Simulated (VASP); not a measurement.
These are revTPSS meta-GGA, VASP's PBE PAW potentials (set 64) (plane waves; VASP) values and carry that method's errors.

Input for VASP

### KPOINTS
```
kpoints
0
G
  10 10 10
0 0 0
```

**INCAR**
```
SYSTEM=BAs
PREC=Accurate; ENCUT=520; LREAL=F
LASPH=T
EDIFF=1E-7; NELM=100; ALGO=Normal
LMAXMIX=4; LMIXTAU=T
ISMEAR=0; SIGMA=0.05
METAGGA=RTPSS
ISIF=2
LWAVE=F; LCHARG=F
```

**POSCAR**
```
BAs
1
    0.0000000000     2.3438823429     2.3438823429
    2.3438823429     0.0000000000     2.3438823429
    2.3438823429     2.3438823429     0.0000000000
B As
1 1
Direct
  0.0000000000   0.0000000000   0.0000000000
  0.2500000000   0.2500000000   0.2500000000
```

POTCAR, in this order: B As (PBE.64 set). Program: vasp_std.

Output of the run:

File OSZICAR:
```
       N       E                     dE             d eps       ncg     rms          rms(c)
DAV:   1     0.265300032163E+02    0.26530E+02   -0.41150E+03   752   0.947E+02
DAV:   2    -0.317546225862E+01   -0.29705E+02   -0.28738E+02  1208   0.151E+02
DAV:   3    -0.374292006821E+01   -0.56746E+00   -0.56746E+00   896   0.256E+01
DAV:   4    -0.374521775707E+01   -0.22977E-02   -0.22977E-02  1296   0.186E+00
DAV:   5    -0.374521903462E+01   -0.12775E-05   -0.12775E-05   912   0.273E-02    0.464E+00
DAV:   6    -0.550496178370E+01   -0.17597E+01   -0.72069E+00   816   0.389E+01    0.343E+00
DAV:   7    -0.475410790351E+01    0.75085E+00   -0.12067E+00  1024   0.105E+01    0.895E-01
DAV:   8    -0.530258110212E+01   -0.54847E+00   -0.67622E-01   880   0.107E+01    0.922E-01
DAV:   9    -0.507306858978E+01    0.22951E+00   -0.42555E-01   856   0.794E+00    0.379E-01
DAV:  10    -0.546275569964E+01   -0.38969E+00   -0.11849E-01   784   0.448E+00    0.221E-01
DAV:  11    -0.545511503551E+01    0.76407E-02   -0.25904E-03   872   0.617E-01    0.163E-01
DAV:  12    -0.547080582689E+01   -0.15691E-01   -0.54957E-03  1000   0.839E-01    0.746E-02
DAV:  13    -0.547142477683E+01   -0.61895E-03   -0.97735E-04  1096   0.243E-01    0.122E-02
DAV:  14    -0.547148716695E+01   -0.62390E-04   -0.18232E-05   760   0.557E-02    0.768E-03
DAV:  15    -0.547148163333E+01    0.55336E-05   -0.98686E-06   816   0.400E-02    0.414E-03
DAV:  16    -0.547149494582E+01   -0.13312E-04   -0.75264E-06   752   0.454E-02    0.172E-03
DAV:  17    -0.547149592078E+01   -0.97496E-06   -0.10625E-06   856   0.113E-02    0.216E-04
DAV:  18    -0.547149598034E+01   -0.59558E-07   -0.24630E-08   448   0.183E-03
   1 F= -.54714960E+01 E0= -.54714960E+01  d E =-.190442E-16
```

File OUTCAR:
```
------------------------ aborting loop because EDIFF is reached ----------------------------------------
  FORCE on cell =-STRESS in cart. coord.  units (eV):
  Direction    XX          YY          ZZ          XY          YZ          ZX
  --------------------------------------------------------------------------------------
  Total        1.5569451      1.5569451      1.5569451     -0.0000000     -0.0000000      0.0000000
  in kB       96.8604430     96.8604430     96.8604430     -0.0000000     -0.0000000      0.0000000
  external PRESSURE =      96.8604430 kB  Pullay stress =       0.0000000 kB
  volume of cell :       25.75
      direct lattice vectors                 reciprocal lattice vectors
     0.000000000  2.343882343  2.343882343    -0.213321288  0.213321288  0.213321288
     2.343882343  0.000000000  2.343882343     0.213321288 -0.213321288  0.213321288
     2.343882343  2.343882343  0.000000000     0.213321288  0.213321288 -0.213321288
  FREE ENERGIE OF THE ION-ELECTRON SYSTEM (eV)
  ---------------------------------------------------
  free  energy   TOTEN  =        -5.4714959803 eV

  energy  without entropy=       -5.4714959803  energy(sigma->0) =       -5.47149598
```
(Selected blocks of OUTCAR.)

The compound is BAs in the zinc blende structure. This cell is one point of a volume scan, at 0.94 of the reference volume.
